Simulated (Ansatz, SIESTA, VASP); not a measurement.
## Al2CdS4 (I-4, 7 atoms in the cell) computed with different codes at matched settings

Self-consistent single point.

```xyz
7
Lattice="-2.7949 2.7949 5.0861 2.7949 -2.7949 5.0861 2.7949 2.7949 -5.0861" Properties=species:S:1:pos:R:3 pbc="T T T"
Al     0.0000     2.7949     2.5430
Al     0.0000     0.0000     5.0861
Cd     0.0000     0.0000     0.0000
S     -1.2306     1.3155     3.7205
S      1.3155     1.2306     6.4517
S      4.0255     1.4793    -1.3656
S      1.4793     1.5642     1.3656
```

Shared settings, as Ansatz (a program for electronic structure) writes them: kpoints.mp_grid.grid = 6 6 6; magnetization.spin_orbit = true; scf.occupations.method = fixed. Potentials and cutoffs stand in the table.

```json
[
 {"code": "SIESTA", "model": "GGA PBEsol with spin-orbit coupling, numerical atomic orbitals DZP, PseudoDojo PBEsol fully relativistic norm-conserving potentials (rewritten from UPF to PSML)", "pressure (GPa)": "–", "largest force (eV/Å)": "0.441", "gap on the mesh (eV)": "2.899", "cutoff": "grid 400 Ry"},
 {"code": "Ansatz", "model": "PBEsol with spin-orbit coupling, PAW files made with PBE", "pressure (GPa)": "-0.61", "largest force (eV/Å)": "0.196", "gap on the mesh (eV)": "2.694", "cutoff": "420 eV"},
 {"code": "VASP", "model": "PBEsol, spin-orbit coupling, VASP's PBE PAW potentials (set 64)", "pressure (GPa)": "-0.65", "largest force (eV/Å)": "0.182", "gap on the mesh (eV)": "2.710", "cutoff": "300 eV"}
]
```

A dash marks a value that a program does not give, or that is left out as unsure.

Gaps are read on the mesh.

The spread over the programs that give each value: pressure within 0.04 GPa; largest force within 0.259 eV/Å; gap on the mesh within 0.205 eV.

SIESTA uses small atom-centred bases, whose incompleteness enters pressures, forces and empty levels differently from a plane-wave cutoff. Ansatz's pressure is given at a fixed set of plane waves, as the other plane-wave codes print theirs. In the gap, SIESTA (by 0.196) lies more than 0.12 eV from the median of the plane-wave programs. In the force vectors, SIESTA (by 0.261) lies more than 0.08 eV/Å from the median of the plane-wave programs.

VASP's run is marked for a possible Pulay error in its stress at this cutoff; no cutoff test was made.

VASP ran the fixed occupations as a Gaussian smearing of 0.01 eV.

The starting cell comes from a database of computed structures (which also holds hypothetical and non-ambient phases and stackings), without a prior relaxation at this level.

Keys are those of Ansatz 0.2.
